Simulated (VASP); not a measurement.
## WSe2: energy against strain

WSe2 (2H layered, P6_3/mmc, 20.432 Å³/atom and stress up to 0.10 GPa in the relaxed cell, c along z) under an equal strain ε along x and y, with z held. PBEsol in VASP (plane waves, PAW), 480 eV, 12×12×4 Γ-centred mesh, Gaussian smearing 0.05 eV; ions are relaxed, or left where forces stay under 0.02 eV/Å, within the symmetry of each cell.

Here s stands for strain and y for E less E0.

| strain (%) | E less E0 (meV/atom) |
|---|---|
| -1.50 | 6.67 |
| -1.00 | 2.89 |
| -0.50 | 0.68 |
| 0.00 | 0.00 |
| 0.50 | 0.80 |
| 1.00 | 3.03 |
| 1.50 | 6.64 |
| 3.00 | ? |

Fit y of the 7 rows that show it with a parabola. Least squares gives y = 0.001 + 0.0221·s + 2.9576·s². Residuals (row less fit): 0.048, -0.046, -0.049, -0.001, 0.049, 0.049, -0.049; standard error 0.059 (degrees of freedom: 4). Twice the quadratic coefficient over the volume, 2 × 2.9576 meV × 10⁴ × 0.1602 / 20.432 Å³, is the elastic constants 2(C11 + C12) = 464 ± 4 GPa (± standard error of the fit, which holds the terms cut off).

Question: What does the fit predict for y at s = 3.00, and how far is the calculated value from it?

Answer: y = 0.001 + 0.0221 × 3.0 + 2.9576 × 3.0² = 26.686 meV/atom. The calculation gives 25.36 meV/atom, 1.326 meV/atom below the prediction (5.2 % of the range of y in the table). The row lies outside the fitted rows, so this is an extrapolation. From the scatter of the fitted rows alone, a prediction at this place has a standard error of 0.226 meV/atom, so the miss is 5.9 times that.

A polynomial of degree 3 through the 12 other runs of the series gives 25.30 there, so most of the miss is curvature that the fit leaves out. Spin-orbit coupling is left out, which can shift these values for the heavy elements here. For WSe2: without a dispersion term in the relaxation, distances and binding between the weakly bound layers, chains or molecules are unreliable, and so is what depends on them. Rows are the converged runs of the series near zero and its far end, less any whose ions stayed unrelaxed beside relaxed ones; series whose fitted rows scatter by over a few per cent of the range, as at a crossing or softening among them, aren't shown in this form. Most that stay on the fit to the last digits aren't either.
